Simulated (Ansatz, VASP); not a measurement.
# Cross-check of SbAs between VASP and Ansatz, part 2 of 2

One calculation is typed for both programs; each brings its own data sets. How far apart do they land? The cell is generated by rule, not measured, and may not be a known phase. The cell is taken from a series of runs on this material, whose earlier steps may have relaxed, scaled, displaced or heated it; both programs get it as it stands.

VASP 6.6.1 and Ansatz 0.2.0.

So far. Step 3 (VASP: single point, PBEsol, pair 1): The run ends at a pressure of 0.59 GPa, with forces up to 0.23 eV/Å. Step 5 (Ansatz: single point, PBEsol, pair 2): The run ends at a pressure of 1.22 GPa, with forces up to 0.19 eV/Å.

### 6. VASP: single point, PBEsol, pair 2

Level of this step: PBEsol; plane waves and PAW (Sb, As); invented cell (VASP).

The same cell, functional, mesh and smearing now go to VASP, with its own data sets.

Input file INCAR:

```
SYSTEM = SbAs
PREC = Accurate
ENCUT = 500
EDIFF = 1E-06
NELM = 120
ISMEAR = 1
SIGMA = 0.15
LREAL = .FALSE.
ALGO = Normal
GGA = PS
NBANDS = 16
LORBIT = 11
LWAVE = .FALSE.
LCHARG = .FALSE.
ISIF = 2
LASPH = .TRUE.
GGA_COMPAT = .FALSE.
KPAR = 2
```

Input file POSCAR:

```
SbAs
1.0
   -3.5245974121      0.0000000000      0.0000000000
    0.0000000000     -3.5245974121     -3.5245974121
    0.0000000000     -3.5245974121      3.5245974121
Sb As
2 2
Direct
    0.0000000000      0.5000000000      0.5000000000
    0.0000000000      0.0000000000      0.0000000000
    0.5624184763      0.0000000000      0.5000000000
    0.4375815237      0.5000000000      0.0000000000
```

Input file KPOINTS:

```
Automatic mesh
0
Gamma
10 8 8
0 0 0
```

The projector-augmented-wave data sets are Sb and As (PBE family, release 64).

The run is started by

```console
$ mpirun -np 2 vasp_std
```

Numbers of over 12 decimals in the logs are rounded to 6 here.

The program printed:

```text
[banner, memory and clock lines left out]
running    2 mpi-ranks, on    1 nodes
[...]
[... a notice as in an earlier step ...]

 LDA part: xc-table for (Slater+PW92), standard interpolation
 POSCAR, INCAR and KPOINTS ok, starting setup
[...]
entering main loop
       N       E                     dE             d eps       ncg     rms          rms(c)
DAV:   1     0.786284542322E+02    0.78628E+02   -0.72173E+03  2880   0.982E+02
DAV:   2    -0.138335724883E+02   -0.92462E+02   -0.89633E+02  4024   0.164E+02
DAV:   3    -0.184516473257E+02   -0.46181E+01   -0.45581E+01  3520   0.408E+01
DAV:   4    -0.184915465706E+02   -0.39899E-01   -0.39878E-01  3288   0.435E+00
[...]
DAV:  10    -0.183830500916E+02    0.31066E-05   -0.23448E-05  3216   0.285E-02    0.458E-02
DAV:  11    -0.183830465544E+02    0.35372E-05   -0.95088E-06  3112   0.150E-02    0.803E-03
DAV:  12    -0.183830456859E+02    0.86843E-06   -0.11044E-06  1576   0.695E-03
   1 F= -.18383046E+02 E0= -.18384233E+02  d E =0.356161E-02
```

OUTCAR, selected parts (step 6):

```text
  Total        0.6975368      0.7151481      0.7151481      0.0000000      0.0000000      0.0000000
  in kB       12.7620129     13.0842261     13.0842261      0.0000000      0.0000000      0.0000000
  external PRESSURE =      12.9768217 kB  Pullay stress =       0.0000000 kB

 POSITION                                       TOTAL-FORCE (eV/Angst)
 -----------------------------------------------------------------------------------
      0.00000     -3.52460      0.00000        -0.000000      0.000000      0.000000
      0.00000      0.00000      0.00000        -0.000000      0.000000      0.000000
     -1.98230     -1.76230      1.76230        -0.178470      0.000000      0.000000
     -1.54230     -1.76230     -1.76230         0.178470     -0.000000     -0.000000
 -----------------------------------------------------------------------------------
    total drift:                               -0.000000     -0.000000     -0.000000

  FREE ENERGIE OF THE ION-ELECTRON SYSTEM (eV)
  ---------------------------------------------------
  free  energy   TOTEN  =       -18.3830456859 eV

  energy  without entropy=      -18.3866072913  energy(sigma->0) =      -18.38423289

[... 2 parts as in an earlier step ...]

[... 1 further part left out ...]
[key lines of the parts left out:]
E-fermi :   8.0390
```

The run ends at a pressure of 1.30 GPa, with forces up to 0.18 eV/Å.

### 7. Side by side

What differs besides the data sets and the points named for the pairs above, as far as they apply: the data sets hold 60 valence electrons in Ansatz (on its default PAW (the set named soft_2) files) and 20 in VASP. Total energies have different zeros and are not compared.

Both answers:

```tsv
quantity	Ansatz	VASP	difference
pressure (GPa)	1.22	1.30	-0.07
```

Forces (eV/Å; atoms numbered as in POSCAR):

```tsv
atom	Ansatz x, y, z	VASP x, y, z
Sb1	0.000, 0.000, 0.000	0.000, 0.000, 0.000
Sb2	0.000, 0.000, 0.000	0.000, 0.000, 0.000
As3	-0.191, 0.000, 0.000	-0.178, 0.000, 0.000
As4	0.191, 0.000, 0.000	0.178, 0.000, 0.000
```

The forces differ by 5.1 meV/Å r.m.s., which is 7.0 % of the r.m.s. force of 0.073 eV/Å (both taken over all components).

### 8. VASP: single point, PBEsol, pair 3

A single point takes one fixed geometry, so differences don't come from the geometry; what else differs is listed under the comparison.

INCAR is that of step 6.

POSCAR, as its differences from that of step 6:

```diff
@@ -10,3 +10,3 @@
     0.0000000000      0.0000000000      0.0000000000
-    0.5624184763      0.0000000000      0.5000000000
-    0.4375815237      0.5000000000      0.0000000000
+    0.6276741560      0.0000000000      0.5000000000
+    0.3723258440      0.5000000000      0.0000000000
```

KPOINTS is that of step 6.

The run is started by

```console
$ mpirun -np 2 vasp_std
```

The program printed:

```text
[... set-up lines as in an earlier step ...]
 entering main loop
       N       E                     dE             d eps       ncg     rms          rms(c)
DAV:   1     0.799286226002E+02    0.79929E+02   -0.72304E+03  2880   0.982E+02
DAV:   2    -0.137276416974E+02   -0.93656E+02   -0.90803E+02  3976   0.165E+02
DAV:   3    -0.184656558942E+02   -0.47380E+01   -0.46899E+01  3552   0.414E+01
DAV:   4    -0.185073788708E+02   -0.41723E-01   -0.41701E-01  3272   0.445E+00
[...]
DAV:  10    -0.183795953474E+02    0.56840E-05   -0.40678E-05  3328   0.377E-02    0.380E-02
DAV:  11    -0.183795909799E+02    0.43675E-05   -0.12483E-05  3104   0.171E-02    0.823E-03
DAV:  12    -0.183795900645E+02    0.91541E-06   -0.15834E-06  1712   0.822E-03
   1 F= -.18379590E+02 E0= -.18379702E+02  d E =0.334940E-03
```

Parts of OUTCAR (step 8):

```text
  Total        3.3691316      2.2716925      2.2716925      0.0000000      0.0000000      0.0000000
  in kB       61.6410479     41.5624926     41.5624926      0.0000000      0.0000000      0.0000000
  external PRESSURE =      48.2553444 kB  Pullay stress =       0.0000000 kB

 POSITION                                       TOTAL-FORCE (eV/Angst)
 -----------------------------------------------------------------------------------
      0.00000     -3.52460      0.00000         0.000000     -0.000000     -0.000000
      0.00000      0.00000      0.00000         0.000000     -0.000000     -0.000000
     -2.21230     -1.76230      1.76230         0.295868      0.000000      0.000000
     -1.31230     -1.76230     -1.76230        -0.295868     -0.000000     -0.000000
 -----------------------------------------------------------------------------------
    total drift:                               -0.000000      0.000000     -0.000000

  FREE ENERGIE OF THE ION-ELECTRON SYSTEM (eV)
  ---------------------------------------------------
  free  energy   TOTEN  =       -18.3795900645 eV

  energy  without entropy=      -18.3799250050  energy(sigma->0) =      -18.37970171

[... 2 parts as in an earlier step ...]

[... 1 further part left out ...]
[key lines of the parts left out:]
E-fermi :   8.1458
```

The run ends at a pressure of 4.83 GPa, with forces up to 0.30 eV/Å.

### 9. Ansatz: single point, PBEsol, pair 3

The same cell, functional, mesh and smearing now go to Ansatz, which takes its cutoff from its data sets.

The cell is taken from a series of runs on this material, whose earlier steps may have relaxed, scaled, displaced or heated it; both programs get it as it stands.

Input file input.yaml:

```yaml
crystal:
  lattice:
    - [-3.5245974121, 0.0, 0.0]
    - [0.0, -3.5245974121, -3.5245974121]
    - [0.0, -3.5245974121, 3.5245974121]
  atoms:
    - { symbol: Sb, position: [1.0, 0.5, 0.5] }
    - { symbol: Sb, position: [1.0, 1.0, 1.0] }
    - { symbol: As, position: [0.627674156, 0.0, 0.5] }
    - { symbol: As, position: [0.372325844, 0.5, 0.0] }
kpoints:
  mp_grid: { grid: [10, 8, 8] }
hamiltonian:
  xc: pbesol
scf:
  occupations: { method: methfessel_paxton, width: 0.15 }
output:
  forces: true
  stress: true
  eigenvalues: true
```

The run is started by

```console
$ ansatz run input.yaml --threads 4 --pin off --max-ram 7168MiB --backend cpu --events-out ev --progress --plain --runs-dir out
```

The program printed:

```text
[...]
Crystal: 4 atoms, lattice volume = 87.571 Å³
Basis set: ecut = 420 eV, 1719 PW (Γ), exchange–correlation on 48×72×72 points (8 copies of the dense FFT grid, shifted against one another)
Bands: 36, of which v1, the nominal top of the filled ones, is band 30 counted from 1 (29 counted from 0)
Symmetry: 16 space group operations
[...]
k-points: 90 of 640
[...]
k-point 0: bands = [... 26 lower, 10.0480, 10.0480, 11.2694, 12.6820, 15.3869, 15.7991, 15.8212, 17.3792, ... 2 higher]
  k-point 1: bands = [... 26 lower, 9.7589, 10.4183, 11.3474, 12.8671, 15.1585, 15.5401, 16.1890, 17.3525, ... 2 higher]
  k-point 2: bands = [... 26 lower, 9.0855, 11.0859, 11.5652, 13.4308, 14.4866, 14.9567, 16.7983, 17.0478, ... 2 higher]
  k-point 89: bands = [... 26 lower, 6.7429, 6.7429, 14.0943, 14.0943, 15.1578, 15.1578, 16.2806, 16.2806, ... 2 higher]
[key lines of the parts left out:]
SCF converged after 7 iterations
Free energy (F): -22441.240804 eV
Fermi energy:    12.678028 eV
P = ⅓ Tr σ = 4.6641 GPa (46.641 kbar)
```

The run ends at a pressure of 4.66 GPa, with forces up to 0.27 eV/Å.

### 10. Differences

What differs besides the data sets and the points named for the pairs above, as far as they apply: the data sets hold 60 valence electrons in Ansatz (on its default PAW (the set named soft_2) files) and 20 in VASP. Total energies have different zeros and are not compared.

Both answers:

```tsv
quantity	Ansatz	VASP	difference
pressure (GPa)	4.66	4.83	-0.16
```

Forces (eV/Å; atoms numbered as in POSCAR):

```tsv
atom	Ansatz x, y, z	VASP x, y, z
Sb1	0.000, 0.000, 0.000	0.000, 0.000, 0.000
Sb2	0.000, 0.000, 0.000	0.000, 0.000, 0.000
As3	0.270, 0.000, 0.000	0.296, 0.000, 0.000
As4	-0.270, 0.000, 0.000	-0.296, 0.000, 0.000
```

The forces differ by 11 meV/Å r.m.s., which is 8.8 % of the r.m.s. force of 0.121 eV/Å (both taken over all components).

### 11. Results

```json
{"r.m.s. force difference (single point, PBEsol, pair 1)": "3.5 meV/Å", "r.m.s. force difference (single point, PBEsol, pair 2)": "5.1 meV/Å", "r.m.s. force difference (single point, PBEsol, pair 3)": "11 meV/Å"}
```

The r.m.s. force difference is 11 meV/Å (single point, PBEsol, pair 3), within the 12 meV/Å picked in this series as the mark of a large difference. The data sets hold unlike numbers of valence electrons (60 in Ansatz and 20 in VASP), so part of the differences may come from the potentials. 5 further pairs of this series are not shown here. Such differences can come from data sets, numerical settings and the points named under the comparisons, not from the functional's error against experiment.

[Lines on the potential files, build, host, timing and source positions are cut from VASP's logs without a mark.]

[Logs are printed without paths, hosts, clocks, repeated set-up lines and the standing remarks that a program may print on its own settings, such as how far it seeks lower states.]

[Hosts, paths, dates, database ids (printed as entryN), source tags and the programs' standing remarks are cut or masked in the printed files.]
